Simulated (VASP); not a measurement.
Consider the following.

```
BaF2
1.0
    0.00000     3.10000     3.10000
    3.10000     0.00000     3.10000
    3.10000     3.10000     0.00000
Ba F
1 2
Direct
  0.00000   0.00000   0.00000
  0.25000   0.25000   0.25000
  0.75000   0.75000   0.75000
```

Level of theory: PBE GGA, VASP's PBE PAW potentials (set 64) (plane waves; VASP 6.6.1). Numerical set-up: 520 eV cut-off, 7×7×7 Γ-centred mesh, first-order Methfessel-Paxton smearing of 0.020 eV, potentials Ba_sv F.

### Question
Give the stress tensor in GPa (positive for a compressed cell).

### Answer

```
2.38  0.00  0.00
0.00  2.38  0.00
0.00  0.00  2.38
```
The pressure is its mean diagonal, 2.38 GPa.

The compound is BaF2 in the fluorite structure. The cell was not relaxed at this level. The run is one of a series of settings (ISMEAR = 1, SIGMA = 0.02 against the base run), some of them coarse on purpose.
